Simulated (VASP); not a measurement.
ZnHgS2 (space group R3m): the band gap from VASP (plane waves, PAW) at several levels of theory. Gaps are without spin-orbit coupling. Each level names its cell: its own relaxed one, PBE's, or the starting one. A gap is the smallest over the k-mesh and a band path; hybrids may have named points in place of the path, and GW has the mesh alone.

```tsv
level	band gap (eV)
LDA (own cell)	0.36
PBEsol (own cell)	0.35
```

The cell of the LDA (own cell) run:

```xyz
4
Lattice="1.9574 1.1301 6.4792 -1.9574 1.1301 6.4792 0.0000 -2.2602 6.4792" Properties=species:S:1:pos:R:3 pbc="T T T"
Zn     0.0000     0.0000     9.6978
Hg     0.0000     0.0000     0.0692
S      0.0000     0.0000     2.5532
S      0.0000     0.0000    11.9763
```

Only levels that ran to the end are used. Left out are those held back, those with too coarse a band path, GW runs whose mesh misses a band edge, hybrids' fits of cells that aren't cubic and levels without matching references; a question may draw on a part of the rest.

The structure comes from a computed database's ZnHgS2 entry (R3m); how it stands against other phases isn't given here.
